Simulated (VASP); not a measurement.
Calculation: PBEsol GGA, VASP's PBE PAW potentials (set 64) (plane waves; VASP 6.6.1).

The input files of a VASP run:

KPOINTS:
```
K-points
0
gamma
 10 10 1
0 0 0
```

### POSCAR
```
Zr(001) slab
1
    3.1813923337     0.0000000000     0.0000000000
   -1.5906961668     2.7551665270     0.0000000000
    0.0000000000     0.0000000000    25.2025272985
Zr
4
Direct
  0.6666670000   0.3333330000   0.4491110000
  0.3333330000   0.6666670000   0.3473320000
  0.6666670000   0.3333330000   0.6526680000
  0.3333330000   0.6666670000   0.5508890000
```

INCAR:
```
SYSTEM = Zr(001) slab
PREC = Normal
ENCUT = 400
EDIFF = 1E-5
NELM = 100
ALGO = Normal
LREAL = .FALSE.
LASPH = .TRUE.
ISMEAR = 1
SIGMA = 0.1
GGA = PS
LMAXMIX = 4
LWAVE = .TRUE.
LCHARG = .FALSE.
NELMIN = 4
LDIPOL = .TRUE.
IDIPOL = 3
DIPOL = 0.5 0.5 0.5
IBRION = 2
ISIF = 2
NSW = 50
EDIFFG = -0.03
```

POTCAR, in this order: Zr_sv (PBE.64 set). Program: vasp_std.

The run wrote:

OUTCAR:
```
 ion  position               nearest neighbor table
   1  0.667  0.333  0.449-   4 3.15   4 3.15   4 3.15   2 3.15   2 3.15   2 3.15
   2  0.333  0.667  0.347-   1 3.15   1 3.15   1 3.15
   3  0.667  0.333  0.653-   4 3.15   4 3.15   4 3.15
   4  0.333  0.667  0.551-   1 3.15   1 3.15   1 3.15   3 3.15   3 3.15   3 3.15
  LATTYP: Found a hexagonal cell.
 ALAT       =     3.1813923337
 C/A-ratio  =     7.9218545388
 Subroutine PRICEL returns:
 Original cell was already a primitive cell.
 Subroutine GETGRP returns: Found 12 space group operations
The static configuration has the point symmetry D_3d.
The dynamic configuration has the point symmetry D_3d.
 Subroutine INISYM returns: Found 12 space group operations
 Subroutine IBZKPT returns following result:
 Found     14 irreducible k-points:

 Following reciprocal coordinates:
            Coordinates               Weight
  0.000000  0.000000  0.000000      1.000000
  0.100000  0.000000  0.000000      6.000000
  0.200000  0.000000  0.000000      6.000000
  0.300000  0.000000  0.000000      6.000000
  0.400000 -0.000000  0.000000      6.000000
  0.500000 -0.000000  0.000000      3.000000
...
```

**OSZICAR**
```
...
DAV:   7    -0.395323640682E+02    0.48744E+01   -0.13105E+02  1064   0.274E+01    0.111E+01
DAV:   8    -0.341175288148E+02    0.54148E+01   -0.24305E+01  1076   0.152E+01    0.381E+00
DAV:   9    -0.342688862569E+02   -0.15136E+00   -0.29840E+00  1144   0.451E+00    0.246E+00
DAV:  10    -0.342912670242E+02   -0.22381E-01   -0.19921E-01  1236   0.100E+00    0.252E+00
DAV:  11    -0.343353442016E+02   -0.44077E-01   -0.34554E-01  1092   0.205E+00    0.193E+00
DAV:  12    -0.342873104984E+02    0.48034E-01   -0.15735E-01  1048   0.195E+00    0.964E-01
DAV:  13    -0.342870677764E+02    0.24272E-03   -0.15101E-02  1004   0.608E-01    0.882E-01
DAV:  14    -0.342794462801E+02    0.76215E-02   -0.81821E-03  1056   0.463E-01    0.669E-01
DAV:  15    -0.342708029936E+02    0.86433E-02   -0.99978E-03  1096   0.366E-01    0.402E-01
DAV:  16    -0.342666359253E+02    0.41671E-02   -0.18496E-02  1072   0.488E-01    0.381E-02
DAV:  17    -0.342669463896E+02   -0.31046E-03   -0.14250E-03  1176   0.156E-01    0.348E-02
DAV:  18    -0.342671052286E+02   -0.15884E-03   -0.56924E-04   872   0.796E-02    0.493E-02
DAV:  19    -0.342671511343E+02   -0.45906E-04   -0.17531E-04   824   0.552E-02    0.263E-02
DAV:  20    -0.342671733718E+02   -0.22238E-04   -0.13362E-05   652   0.215E-02    0.152E-02
DAV:  21    -0.342671836152E+02   -0.10243E-04   -0.36189E-05   800   0.260E-02    0.313E-03
DAV:  22    -0.342671958335E+02   -0.12218E-04   -0.33992E-06   568   0.124E-02    0.458E-03
DAV:  23    -0.342672027847E+02   -0.69512E-05   -0.12882E-06   568   0.584E-03
   1 F= -.34267203E+02 E0= -.34265904E+02  d E =-.342672E+02
       N       E                     dE             d eps       ncg     rms          rms(c)
DAV:   1    -0.342868900635E+02   -0.19694E-01   -0.17925E+01   784   0.334E+01    0.608E-01
DAV:   2    -0.343386270811E+02   -0.51737E-01   -0.48504E-01  1024   0.485E+00    0.615E-01
DAV:   3    -0.343219127475E+02    0.16714E-01   -0.13213E-01  1232   0.194E+00    0.369E-01
DAV:   4    -0.343189824447E+02    0.29303E-02   -0.14837E-02  1028   0.726E-01    0.151E-01
DAV:   5    -0.343190029149E+02   -0.20470E-04   -0.11785E-03  1144   0.182E-01    0.634E-02
DAV:   6    -0.343190146801E+02   -0.11765E-04   -0.11780E-04  1140   0.600E-02    0.203E-02
DAV:   7    -0.343190159358E+02   -0.12558E-05   -0.68262E-06   588   0.218E-02
   2 F= -.34319016E+02 E0= -.34317191E+02  d E =-.518132E-01
       N       E                     dE             d eps       ncg     rms          rms(c)
DAV:   1    -0.342783646172E+02    0.40650E-01   -0.38080E+01   784   0.487E+01    0.987E-01
DAV:   2    -0.344209325086E+02   -0.14257E+00   -0.12506E+00  1048   0.748E+00    0.120E+00
DAV:   3    -0.343512990053E+02    0.69634E-01   -0.39051E-01  1240   0.412E+00    0.520E-01
DAV:   4    -0.343468327252E+02    0.44663E-02   -0.33602E-02  1008   0.112E+00    0.217E-01
DAV:   5    -0.343468953632E+02   -0.62638E-04   -0.26968E-03  1144   0.261E-01    0.103E-01
DAV:   6    -0.343469263046E+02   -0.30941E-04   -0.26476E-04  1232   0.765E-02    0.377E-02
DAV:   7    -0.343469218625E+02    0.44421E-05   -0.50587E-05   712   0.517E-02
   3 F= -.34346922E+02 E0= -.34345061E+02  d E =-.797191E-01
       N       E                     dE             d eps       ncg     rms          rms(c)
DAV:   1    -0.343468725185E+02    0.53786E-04   -0.46128E-02   808   0.170E+00    0.344E-02
DAV:   2    -0.343470379699E+02   -0.16545E-03   -0.14019E-03  1040   0.256E-01    0.457E-02
DAV:   3    -0.343469484420E+02    0.89528E-04   -0.50278E-04   836   0.113E-01    0.180E-02
DAV:   4    -0.343469439827E+02    0.44592E-05   -0.42946E-05   720   0.432E-02
   4 F= -.34346944E+02 E0= -.34345085E+02  d E =-.797412E-01
       N       E                     dE             d eps       ncg     rms          rms(c)
DAV:   1    -0.343481309112E+02   -0.11825E-02   -0.10635E+00   784   0.816E+00    0.155E-01
DAV:   2    -0.343514378443E+02   -0.33069E-02   -0.25777E-02   960   0.125E+00    0.192E-01
DAV:   3    -0.343501647897E+02    0.12731E-02   -0.10567E-02  1204   0.512E-01    0.106E-01
DAV:   4    -0.343498911567E+02    0.27363E-03   -0.12331E-03  1020   0.191E-01    0.453E-02
DAV:   5    -0.343498874403E+02    0.37164E-05   -0.91645E-05  1048   0.749E-02
   5 F= -.34349887E+02 E0= -.34348146E+02  d E =-.294346E-02
       N       E                     dE             d eps       ncg     rms          rms(c)
DAV:   1    -0.343399087437E+02    0.99824E-02   -0.95861E+00   784   0.245E+01    0.478E-01
DAV:   2    -0.343686759141E+02   -0.28767E-01   -0.22864E-01   936   0.381E+00    0.549E-01
DAV:   3    -0.343590140010E+02    0.96619E-02   -0.91154E-02  1196   0.147E+00    0.326E-01
DAV:   4    -0.343562031443E+02    0.28109E-02   -0.11958E-02  1040   0.603E-01    0.133E-01
DAV:   5    -0.343561559988E+02    0.47146E-04   -0.88156E-04  1080   0.228E-01    0.431E-02
DAV:   6    -0.343561703572E+02   -0.14358E-04   -0.16017E-04  1140   0.685E-02    0.217E-02
DAV:   7    -0.343561709875E+02   -0.63025E-06   -0.13902E-05   568   0.336E-02
   6 F= -.34356171E+02 E0= -.34354767E+02  d E =-.922700E-02
       N       E                     dE             d eps       ncg     rms          rms(c)
DAV:   1    -0.342875277942E+02    0.68643E-01   -0.38295E+01   784   0.489E+01    0.989E-01
DAV:   2    -0.343936591368E+02   -0.10613E+00   -0.89959E-01   920   0.776E+00    0.977E-01
DAV:   3    -0.343704113008E+02    0.23248E-01   -0.33435E-01  1156   0.274E+00    0.678E-01
DAV:   4    -0.343564503952E+02    0.13961E-01   -0.55189E-02  1020   0.134E+00    0.260E-01
DAV:   5    -0.343563518834E+02    0.98512E-04   -0.43923E-03  1108   0.473E-01    0.947E-02
DAV:   6    -0.343563730095E+02   -0.21126E-04   -0.80589E-04  1188   0.156E-01    0.469E-02
DAV:   7    -0.343563711462E+02    0.18634E-05   -0.68755E-05   932   0.688E-02
   7 F= -.34356371E+02 E0= -.34355457E+02  d E =-.942716E-02
       N       E                     dE             d eps       ncg     rms          rms(c)
DAV:   1    -0.343437302458E+02    0.12643E-01   -0.87561E+00   784   0.235E+01    0.466E-01
DAV:   2    -0.343691183663E+02   -0.25388E-01   -0.20712E-01   936   0.354E+00    0.494E-01
DAV:   3    -0.343608298015E+02    0.82886E-02   -0.76377E-02  1228   0.158E+00    0.314E-01
DAV:   4    -0.343584679791E+02    0.23618E-02   -0.11431E-02  1024   0.585E-01    0.129E-01
DAV:   5    -0.343584331785E+02    0.34801E-04   -0.69761E-04   984   0.214E-01    0.392E-02
DAV:   6    -0.343584317922E+02    0.13863E-05   -0.17055E-04  1212   0.625E-02    0.174E-02
DAV:   7    -0.343584321349E+02   -0.34266E-06   -0.98988E-06   568   0.261E-02
   8 F= -.34358432E+02 E0= -.34357301E+02  d E =-.114882E-01
       N       E                     dE             d eps       ncg     rms          rms(c)
DAV:   1    -0.343575118329E+02    0.91996E-03   -0.93231E-01   784   0.732E+00    0.161E-01
DAV:   2    -0.343612464630E+02   -0.37346E-02   -0.29561E-02  1064   0.118E+00    0.229E-01
DAV:   3    -0.343588083576E+02    0.24381E-02   -0.13592E-02  1092   0.573E-01    0.850E-02
DAV:   4    -0.343586969407E+02    0.11142E-03   -0.10389E-03  1016   0.193E-01    0.327E-02
DAV:   5    -0.343586978257E+02   -0.88509E-06   -0.88837E-05   832   0.441E-02
   9 F= -.34358698E+02 E0= -.34357656E+02  d E =-.265691E-03
       N       E                     dE             d eps       ncg     rms          rms(c)
DAV:   1    -0.343586597878E+02    0.37153E-04   -0.10963E-01   784   0.251E+00    0.557E-02
DAV:   2    -0.343591491812E+02   -0.48939E-03   -0.38066E-03  1076   0.413E-01    0.837E-02
DAV:   3    -0.343588075017E+02    0.34168E-03   -0.17699E-03  1016   0.216E-01    0.283E-02
DAV:   4    -0.343587992011E+02    0.83006E-05   -0.12235E-04   852   0.651E-02    0.113E-02
DAV:   5    -0.343587991238E+02    0.77256E-07   -0.10283E-05   580   0.158E-02
  10 F= -.34358799E+02 E0= -.34357725E+02  d E =-.366989E-03
```

**OUTCAR**
```
------------------------ aborting loop because EDIFF is reached ----------------------------------------
  FORCE on cell =-STRESS in cart. coord.  units (eV):
  Direction    XX          YY          ZZ          XY          YZ          ZX
  --------------------------------------------------------------------------------------
  Total       -0.9431024     -0.9431024     -0.1564300     -0.0000000      0.0000000      0.0000000
  in kB       -6.8400653     -6.8400651     -1.1345446     -0.0000000      0.0000000      0.0000000
  external PRESSURE =      -4.9382250 kB  Pullay stress =       0.0000000 kB
  volume of cell :      220.91
      direct lattice vectors                 reciprocal lattice vectors
     3.181392334  0.000000000  0.000000000     0.314327783  0.181477234  0.000000000
    -1.590696167  2.755166527  0.000000000     0.000000000  0.362954468  0.000000000
     0.000000000  0.000000000 25.202527299     0.000000000  0.000000000  0.039678560
 POSITION                                       TOTAL-FORCE (eV/Angst)
 -----------------------------------------------------------------------------------
      1.59070      0.91839     11.28027        -0.000000      0.000000      0.000430
     -0.00000      1.83678      8.87374        -0.000000     -0.000000     -0.001909
      1.59070      0.91839     16.32879         0.000000      0.000000      0.001909
     -0.00000      1.83678     13.92225         0.000000      0.000000     -0.000430
 -----------------------------------------------------------------------------------
    total drift:                                0.000000     -0.000000      0.000000
  FREE ENERGIE OF THE ION-ELECTRON SYSTEM (eV)
  ---------------------------------------------------
  free  energy   TOTEN  =       -34.3587991238 eV

  energy  without entropy=      -34.3555781355  energy(sigma->0) =      -34.35772546

 reached required accuracy - stopping structural energy minimisation
```
(Selected blocks of OUTCAR.)

CONTCAR:
```
Zr(001) slab
   1.00000000000000
     3.1813923336999999    0.0000000000000000    0.0000000000000000
    -1.5906961667999999    2.7551665270000001    0.0000000000000000
     0.0000000000000000    0.0000000000000000   25.2025272985000015
  Zr
     4
Direct
     0.6666669999999968    0.3333330000000032    0.4475849971419381
     0.3333330000000032    0.6666669999999968    0.3520972091281743
     0.6666669999999968    0.3333330000000032    0.6479027908718257
     0.3333330000000032    0.6666669999999968    0.5524150028580618
```

The cell is a thin slab with vacuum, built from Zr (hcp): (001) face.
